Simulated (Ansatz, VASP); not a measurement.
## NbB3 in two plane-wave programs

One calculation is typed for both programs; each brings its own data sets. How far apart do they land? The cell is generated by rule, not measured, and may not be a known phase. The cell is taken from a series of runs on this material, whose earlier steps may have relaxed, scaled, displaced or heated it; both programs get it as it stands.

Main program and level: Ansatz 0.2.0; plane waves, with VASP 6.6.1 beside it; zone-centre phonons at PBE with D3(BJ).

The structure was built from a prototype and need not be the compound's stable phase.

## 1. The structure

The structure is tetragonal, space group I4/mmm (No. 139). Conventional cell: a = 3.121 Å, b = 3.121 Å, c = 7.365 Å, α = 90.00°, β = 90.00°, γ = 90.00°. Nearest to Nb lie 12 B at 2.21 to 2.41 Å. Nearest to B lie 4 Nb at 2.21 Å. Nearest to B lie 8 B at 2.21 to 2.41 Å and 4 Nb at 2.41 Å. Farther neighbours are not listed.

## 2. VASP: zone-centre phonons, PBE with D3(BJ)

Second derivatives magnify differences that forces hide, and they need a tight electronic threshold.

Lines of VASP's logs that name or quote its potential files are left out, and so is its time.

INCAR reads:

```
SYSTEM = NbB3
PREC = Accurate
ENCUT = 500
EDIFF = 1E-08
NELM = 120
ISMEAR = 1
SIGMA = 0.2
LREAL = .FALSE.
ALGO = Normal
GGA = PE
IVDW = 12
NBANDS = 17
LASPH = .TRUE.
LORBIT = 11
LWAVE = .FALSE.
LCHARG = .FALSE.
ISIF = 2
IBRION = 6
NFREE = 2
POTIM = 0.015
NSW = 1
GGA_COMPAT = .FALSE.
KPAR = 2
```

POSCAR reads:

```
NbB3
1.0
   -1.5605918717      1.5605918717      3.6826816775
    1.5605918717     -1.5605918717      3.6826816775
    1.5605918717      1.5605918717     -3.6826816775
Nb B
1 3
Direct
    0.0000000000      0.0000000000      0.0000000000
    0.5000000000      0.5000000000      0.0000000000
    0.7500000000      0.2500000000      0.5000000000
    0.2500000000      0.7500000000      0.5000000000
```

KPOINTS reads:

```
Automatic mesh
0
Gamma
20 20 20
0 0 0
```

Potentials, in the order of the species: Nb_sv and B (PBE family, release 64).

On the command line:

```bash
> mpirun -np 2 vasp_std
```

Numbers of over 12 decimals in the logs are rounded to 6 here.

What it wrote:

```text
[banner, memory and clock lines left out]
running    2 mpi-ranks, on    1 nodes
 distrk:  each k-point on    1 cores,    2 groups
 distr:  one band on    1 cores,    1 groups

 POSCAR found type information on POSCAR NbB
 POSCAR found :  2 types and       4 ions
 LDA part: xc-table for (Slater+PW92), standard interpolation
 POSCAR, INCAR and KPOINTS ok, starting setup
 FFT: planning ... GRIDC
 FFT: planning ... GRID_SOFT
 FFT: planning ... GRID
 WAVECAR not read
 entering main loop
       N       E                     dE             d eps       ncg     rms          rms(c)
DAV:   1     0.148339528856E+03    0.14834E+03   -0.11486E+04 21818   0.125E+03
DAV:   2    -0.225278090997E+02   -0.17087E+03   -0.16667E+03 27351   0.395E+02
DAV:   3    -0.299121789015E+02   -0.73844E+01   -0.72764E+01 37559   0.674E+01
DAV:   4    -0.301150620652E+02   -0.20288E+00   -0.20264E+00 27656   0.105E+01
DAV:   5    -0.301222471491E+02   -0.71851E-02   -0.71824E-02 37503   0.180E+00    0.130E+01
DAV:   6    -0.289913847882E+02    0.11309E+01   -0.59023E+00 38029   0.187E+01    0.436E+00
DAV:   7    -0.289887861447E+02    0.25986E-02   -0.25115E-01 27563   0.395E+00    0.254E+00
DAV:   8    -0.289906587856E+02   -0.18726E-02   -0.40075E-02 41396   0.154E+00    0.508E-01
DAV:   9    -0.289914445039E+02   -0.78572E-03   -0.17571E-03 28466   0.470E-01    0.185E-01
DAV:  10    -0.289914173975E+02    0.27106E-04   -0.23558E-04 30962   0.151E-01    0.466E-02
DAV:  11    -0.289914346993E+02   -0.17302E-04   -0.41347E-05 29930   0.800E-02    0.789E-03
DAV:  12    -0.289914338248E+02    0.87458E-06   -0.25151E-06 33772   0.194E-02    0.481E-03
DAV:  13    -0.289914337892E+02    0.35548E-07   -0.40118E-07 35571   0.461E-03    0.130E-03
DAV:  14    -0.289914337159E+02    0.73279E-07   -0.17510E-08 19217   0.147E-03    0.133E-04
DAV:  15    -0.289914337112E+02    0.47273E-08   -0.24281E-09 14752   0.630E-04
   1 F= -.30494036E+02 E0= -.30494168E+02  d E =0.397671E-03
[... from here on, the cycles between the ionic steps are left out ...]
   2 F= -.30491228E+02 E0= -.30491361E+02  d E =0.399322E-03
   3 F= -.30491228E+02 E0= -.30491361E+02  d E =0.399323E-03
   4 F= -.30492721E+02 E0= -.30492855E+02  d E =0.402568E-03
   5 F= -.30492721E+02 E0= -.30492855E+02  d E =0.402570E-03
   6 F= -.30492337E+02 E0= -.30492470E+02  d E =0.397791E-03
   7 F= -.30492337E+02 E0= -.30492470E+02  d E =0.397794E-03
   8 F= -.30494901E+02 E0= -.30495034E+02  d E =0.399354E-03
   9 F= -.30494901E+02 E0= -.30495034E+02  d E =0.399353E-03
  10 F= -.30494087E+02 E0= -.30494218E+02  d E =0.392717E-03
  11 F= -.30494087E+02 E0= -.30494218E+02  d E =0.392718E-03
  12 F= -.30492982E+02 E0= -.30493116E+02  d E =0.404277E-03
 Finite differences progress:
  Degree of freedom:   6/  6
  Displacement:        1/  2
  Total:              11/ 12
 bond charge predicted
       N       E                     dE             d eps       ncg     rms          rms(c)
DAV:   1    -0.289907785417E+02   -0.39881E-03   -0.55138E-01 40056   0.421E+00    0.141E-01
DAV:   2    -0.289905066281E+02    0.27191E-03   -0.67920E-03 59802   0.656E-01    0.714E-02
DAV:   3    -0.289903788608E+02    0.12777E-03   -0.48515E-04 47758   0.150E-01    0.214E-02
DAV:   4    -0.289903792365E+02   -0.37567E-06   -0.44809E-05 57125   0.728E-02    0.748E-03
DAV:   5    -0.289903796888E+02   -0.45233E-06   -0.18756E-06 51282   0.122E-02    0.288E-03
DAV:   6    -0.289903797284E+02   -0.39586E-07   -0.25531E-07 60978   0.422E-03    0.469E-04
DAV:   7    -0.289903797277E+02    0.66916E-09   -0.90716E-09 34706   0.962E-04
  13 F= -.30492982E+02 E0= -.30493116E+02  d E =0.404278E-03
 Finite differences progress:
  Degree of freedom:   6/  6
  Displacement:        2/  2
  Total:              12/ 12
```

OUTCAR, selected parts (step 2):

```text
ion  position               nearest neighbor table
   1  0.000  0.000  0.000-   2 2.21   2 2.21   2 2.21   2 2.21   4 2.41   3 2.41   4 2.41   3 2.41
                             3 2.41   3 2.41   4 2.41   4 2.41
   2  0.500  0.500  0.000-   1 2.21   1 2.21   1 2.21   1 2.21
   3  0.750  0.250  0.500-   1 2.41   1 2.41   1 2.41   1 2.41
   4  0.250  0.750  0.500-   1 2.41   1 2.41   1 2.41   1 2.41

  LATTYP: Found a body centered tetragonal cell.
 ALAT       =     3.1211837434
 C/A-ratio  =     2.3597980640

 Subroutine GETGRP returns: Found 16 space group operations
 (whereof 16 operations were pure point group operations)

The static configuration has the point symmetry D_4h.

 Found    641 irreducible k-points:

   k-points           NKPTS =    641   k-points in BZ     NKDIM =    641   number of bands    NBANDS=     17

   dimension x,y,z NGX =    32 NGY =   32 NGZ =   32
   dimension x,y,z NGXF=    64 NGYF=   64 NGZF=   64

   ENCUT  =  500.0 eV  36.75 Ry    6.06 a.u.   7.83  7.83  7.83*2*pi/ulx,y,z

   NELECT =      22.0000    total number of electrons

 k-points in reciprocal lattice and weights: Automatic mesh
   0.00000000  0.00000000  0.00000000       0.000
   0.05000000 -0.00000000  0.00000000       0.001
   0.10000000  0.00000000  0.00000000       0.001
   0.15000000  0.00000000  0.00000000       0.001
   0.20000000  0.00000000  0.00000000       0.001
   0.25000000 -0.00000000  0.00000000       0.001
   0.30000000  0.00000000  0.00000000       0.001
   0.35000000  0.00000000  0.00000000       0.001
   0.40000000 -0.00000000  0.00000000       0.001
[...]
15      15.5593      0.00000
    ...

 k-point     3 :       0.1000    0.0000    0.0000
  band No.  band energies     occupation
    ...
      7       5.5186      2.00000
      8       6.3176      2.00000
      9       7.1266      2.00000
     10       7.1808      2.00000
     11      10.0805      2.00001
     12      11.5485     -0.00000
     13      12.3734     -0.00000
     14      14.0235     -0.00000
     15      15.0393      0.00000
     16      16.3126      0.00000
    ...

 k-point     4 :       0.1500    0.0000    0.0000
  band No.  band energies     occupation
    ...
      7       5.3140      2.00000
      8       6.2846      2.00000
      9       7.2900      2.00000
     10       7.3649      2.00000
     11       9.3361      2.00000
     12      11.4589     -0.00001
     13      12.8796     -0.00000
     14      14.6824     -0.00000
     15      15.0815      0.00000
     16      16.1592      0.00000
    ...

 k-point     5 :       0.2000    0.0000    0.0000
  band No.  band energies     occupation
    ...
      7       5.1563      2.00000
      8       6.2571      2.00000
      9       7.4636      2.00000
     10       7.5516      2.00000
     11       8.7486      2.00000
     12      11.4387     -0.00003
     13      13.1351     -0.00000
     14      14.7712     -0.00000
     15      15.4835      0.00000
     16      16.5619      0.00000
    ...

 Edisp (eV)   -1.50260

  Total      -0.16957    -0.00549    -0.07919     0.00000     0.00000     0.00000
  in kB      -7.57261    -0.24525    -3.53640     0.00000     0.00000     0.00000
  external pressure =       -3.78 kB  Pullay stress =        0.00 kB

  energy-cutoff  :      500.00
  volume of cell :       35.88
      direct lattice vectors                 reciprocal lattice vectors
    -1.560591872  1.560591872  3.682681678     0.000000000  0.320391262  0.135770627
     1.560591872 -1.560591872  3.682681678     0.320391262  0.000000000  0.135770627
     1.560591872  1.560591872 -3.682681678     0.320391262  0.320391262  0.000000000

 POSITION                                       TOTAL-FORCE (eV/Angst)
 -----------------------------------------------------------------------------------
      0.00000      0.00000      0.00000         0.000000     -0.000000     -0.124349
      0.00000      0.00000      3.68268        -0.000000      0.000000      0.020912
     -0.00000      1.56059      1.82634        -0.000000      0.000000      0.140585
      1.56059     -0.00000      1.84134        -0.000000      0.000000     -0.037148
 -----------------------------------------------------------------------------------
    total drift:                                0.000000      0.000000      0.000099

  FREE ENERGIE OF THE ION-ELECTRON SYSTEM (eV)
  ---------------------------------------------------
  free  energy   TOTEN  =       -30.4929816117 eV

  energy  without entropy=      -30.4933858896  energy(sigma->0) =      -30.49311637

 Eigenvectors and eigenvalues of the dynamical matrix
 ----------------------------------------------------

   1 f  =   20.088020 THz   126.216755 2PiTHz  670.064237 cm-1    83.077340 meV
             X         Y         Z           dx          dy          dz
      0.000000  0.000000  0.000000     0.167566    0.342572    0.000000
      0.000000  0.000000  3.682682    -0.401180   -0.820173   -0.000000
     -0.000000  1.560592  1.841341    -0.044955   -0.091907    0.000000
      1.560592 -0.000000  1.841341    -0.044955   -0.091907    0.000000

   2 f  =   20.088020 THz   126.216755 2PiTHz  670.064237 cm-1    83.077340 meV
             X         Y         Z           dx          dy          dz
      0.000000  0.000000  0.000000    -0.342572    0.167566    0.000000
      0.000000  0.000000  3.682682     0.820173   -0.401180    0.000000
     -0.000000  1.560592  1.841341     0.091907   -0.044955    0.000000
      1.560592 -0.000000  1.841341     0.091907   -0.044955    0.000000

   3 f  =   16.366770 THz   102.835451 2PiTHz  545.936694 cm-1    67.687493 meV
             X         Y         Z           dx          dy          dz
      0.000000  0.000000  0.000000    -0.000000   -0.000000    0.000000
      0.000000  0.000000  3.682682    -0.000000   -0.000000    0.000000
     -0.000000  1.560592  1.841341     0.000000    0.000000   -0.707107
      1.560592 -0.000000  1.841341     0.000000    0.000000    0.707107

   4 f  =   14.305463 THz    89.883877 2PiTHz  477.178893 cm-1    59.162616 meV
             X         Y         Z           dx          dy          dz
      0.000000  0.000000  0.000000    -0.000000   -0.000000    0.450316
      0.000000  0.000000  3.682682    -0.000000   -0.000000   -0.060134
     -0.000000  1.560592  1.841341     0.000000    0.000000   -0.629920
      1.560592 -0.000000  1.841341     0.000000    0.000000   -0.629920

   5 f  =    7.847907 THz    49.309855 2PiTHz  261.778006 cm-1    32.456322 meV
             X         Y         Z           dx          dy          dz
      0.000000  0.000000  0.000000     0.231033   -0.245431   -0.000000
      0.000000  0.000000  3.682682     0.194032   -0.206124    0.000000
     -0.000000  1.560592  1.841341    -0.435192    0.462313   -0.000000
      1.560592 -0.000000  1.841341    -0.435192    0.462313   -0.000000

   6 f  =    7.847907 THz    49.309855 2PiTHz  261.778006 cm-1    32.456322 meV
             X         Y         Z           dx          dy          dz
      0.000000  0.000000  0.000000     0.245431    0.231033    0.000000
      0.000000  0.000000  3.682682     0.206124    0.194032    0.000000
     -0.000000  1.560592  1.841341    -0.462313   -0.435192    0.000000
      1.560592 -0.000000  1.841341    -0.462313   -0.435192   -0.000000

   7 f/i=    0.000643 THz     0.004042 2PiTHz    0.021456 cm-1     0.002660 meV
             X         Y         Z           dx          dy          dz
      0.000000  0.000000  0.000000     0.000000    0.000000   -0.860936
      0.000000  0.000000  3.682682     0.000000    0.000000   -0.293689
     -0.000000  1.560592  1.841341     0.000000    0.000000   -0.293714
      1.560592 -0.000000  1.841341     0.000000    0.000000   -0.293714

   8 f/i=    0.003649 THz     0.022927 2PiTHz    0.121714 cm-1     0.015091 meV
             X         Y         Z           dx          dy          dz
      0.000000  0.000000  0.000000    -0.133674   -0.850344   -0.000000
      0.000000  0.000000  3.682682    -0.045603   -0.290095   -0.000000
     -0.000000  1.560592  1.841341    -0.045648   -0.290383   -0.000000
      1.560592 -0.000000  1.841341    -0.045648   -0.290383   -0.000000

   9 f/i=    0.003649 THz     0.022927 2PiTHz    0.121714 cm-1     0.015091 meV
             X         Y         Z           dx          dy          dz
      0.000000  0.000000  0.000000    -0.850344    0.133674   -0.000000
      0.000000  0.000000  3.682682    -0.290095    0.045603   -0.000000
     -0.000000  1.560592  1.841341    -0.290383    0.045648   -0.000000
      1.560592 -0.000000  1.841341    -0.290383    0.045648   -0.000000

  10 f/i=    8.864771 THz    55.698997 2PiTHz  295.696923 cm-1    36.661729 meV
             X         Y         Z           dx          dy          dz
      0.000000  0.000000  0.000000    -0.000000   -0.000000   -0.000000
      0.000000  0.000000  3.682682     0.000000   -0.000000    0.000000
     -0.000000  1.560592  1.841341     0.543244    0.452643    0.000000
      1.560592 -0.000000  1.841341    -0.543244   -0.452643   -0.000000

  11 f/i=    8.864771 THz    55.698997 2PiTHz  295.696923 cm-1    36.661729 meV
             X         Y         Z           dx          dy          dz
      0.000000  0.000000  0.000000    -0.000000   -0.000000   -0.000000
      0.000000  0.000000  3.682682    -0.000000    0.000000    0.000000
     -0.000000  1.560592  1.841341     0.452643   -0.543244   -0.000000
      1.560592 -0.000000  1.841341    -0.452643    0.543244    0.000000

  12 f/i=   13.844184 THz    86.985576 2PiTHz  461.792282 cm-1    57.254920 meV
             X         Y         Z           dx          dy          dz
      0.000000  0.000000  0.000000    -0.000000   -0.000000    0.236652
      0.000000  0.000000  3.682682    -0.000000    0.000000   -0.954008
     -0.000000  1.560592  1.841341     0.000000   -0.000000    0.130125
      1.560592 -0.000000  1.841341    -0.000000   -0.000000    0.130125

 ELASTIC MODULI CONTR FROM IONIC RELAXATION (kBar)
 Direction    XX          YY          ZZ          XY          YZ          ZX
 --------------------------------------------------------------------------------
 XX        -226.1103    226.1103     -0.0000      0.0000      0.0000     -0.0000
 YY         226.1103   -226.1103      0.0000      0.0000     -0.0000      0.0000
 ZZ          -0.0000      0.0000      0.0000      0.0000      0.0000     -0.0000
 XY           0.0000      0.0000      0.0000      0.0000      0.0000      0.0000
 YZ           0.0000     -0.0000      0.0000      0.0000      0.0000      0.0000
 ZX          -0.0000      0.0000      0.0000      0.0000     -0.0000      0.0000
 --------------------------------------------------------------------------------

 total charge
# of ion       s       p       d       tot
------------------------------------------
    1        2.183   6.105   2.767  11.055
    2        0.782   0.995   0.000   1.778
    3        0.642   1.004   0.000   1.646
    4        0.642   1.004   0.000   1.646
--------------------------------------------------
tot          4.249   9.109   2.767  16.124

[... 1 further part left out ...]
```

Levels, forces or a CONTCAR printed for this step are those of its last displaced cell, not of the structure at rest.

(Part 1 of 2 ends here.)

[Lines on the potential files, build, host, timing and source positions are cut from VASP's logs without a mark.]

[Logs are printed without paths, hosts, clocks, repeated set-up lines and the standing remarks that a program may print on its own settings, such as how far it seeks lower states.]

[Hosts, paths, dates, database ids (printed as entryN), source tags and the programs' standing remarks are cut or masked in the printed files.]
